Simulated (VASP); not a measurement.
Input:

```yaml
crystal:
  lattice:
    - [0.00000, 2.17932, 2.17932]
    - [2.17932, 0.00000, 2.17932]
    - [2.17932, 2.17932, 0.00000]
  atoms:
    - { symbol: Mg, position: [0.00000, 0.00000, 0.00000] }
    - { symbol: O, position: [0.50000, 0.50000, 0.50000] }
```

Computed with vdW-DF2, VASP's PBE PAW potentials (set 64) (plane waves; VASP). Settings: 520 eV cut-off, 11×11×11 Γ-centred mesh, Gaussian smearing of 0.050 eV, potentials Mg O.

Problem. Give the stress tensor in GPa (positive for a compressed cell).

Solution. 
```
-7.64   0.00   0.00
 0.00  -7.64   0.00
 0.00   0.00  -7.64
```
The pressure is its mean diagonal, -7.64 GPa.

The compound is MgO in the rock salt structure. This cell is one point of a volume scan, at 1.06 of the reference volume.
